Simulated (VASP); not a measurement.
Data:

```
CELL_PARAMETERS angstrom
      0.00000     2.62559     2.62559
      2.62559     0.00000     2.62559
      2.62559     2.62559     0.00000
ATOMIC_POSITIONS crystal
  Co 0.00000 0.00000 0.00000
  Si 0.25000 0.25000 0.25000
  Si 0.75000 0.75000 0.75000
```

Computed with PBE GGA with D4 dispersion, VASP's PBE PAW potentials (set 64) (plane waves; VASP 6.6.1). Settings: 520 eV cut-off, 10×10×10 Γ-centred mesh, first-order Methfessel-Paxton smearing of 0.10 eV, potentials Co Si.

Q: Give the stress tensor in GPa (positive for a compressed cell).

A: 
```
6.43  0.00  0.00
0.00  6.43  0.00
0.00  0.00  6.43
```
The pressure is its mean diagonal, 6.43 GPa.

The compound is CoSi2 in the fluorite structure. This cell is one point of a volume scan, at 0.97 of the reference volume. The run is not spin-polarised, so no magnetic state was tried. The electron count is odd and the run is not spin-polarised, which forces a metal.
